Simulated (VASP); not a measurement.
Here is the system:

```xyz
2
Lattice="0.0000 2.7533 2.7533 2.7533 0.0000 2.7533 2.7533 2.7533 0.0000" Properties=species:S:1:pos:R:3 pbc="T T T"
Sn     0.0000     0.0000     0.0000
Te     2.7533     2.7533     2.7533
```

These are PBEsol GGA, VASP's PBE PAW potentials (set 64) (plane waves; VASP 6.6.1) values and carry that method's errors. Settings: 500 eV cut-off, 11×11×11 Γ-centred mesh, first-order Methfessel-Paxton smearing of 0.10 eV, potentials Sn_d Te.

Unless said otherwise, spin-orbit coupling is left out, though it shifts the bands of the heavy elements here.

Question: What does the run give for the energy per atom (σ→0), pressure, band gap (on the k-mesh) with the smallest direct gap where there is one?

Answer: 
| Item | Result |
|---|---|
| band gap (on the k-mesh) | none (metal, semimetal or under 0.01 eV) |
| energy per atom (σ→0) | -3.162 eV/atom |
| pressure | 44.94 GPa |

Only differences to runs with the same potentials and settings are physical.

The compound is SnTe in the rock salt structure, which distorts at low temperature. It was relaxed first under an external pressure of 45 GPa.
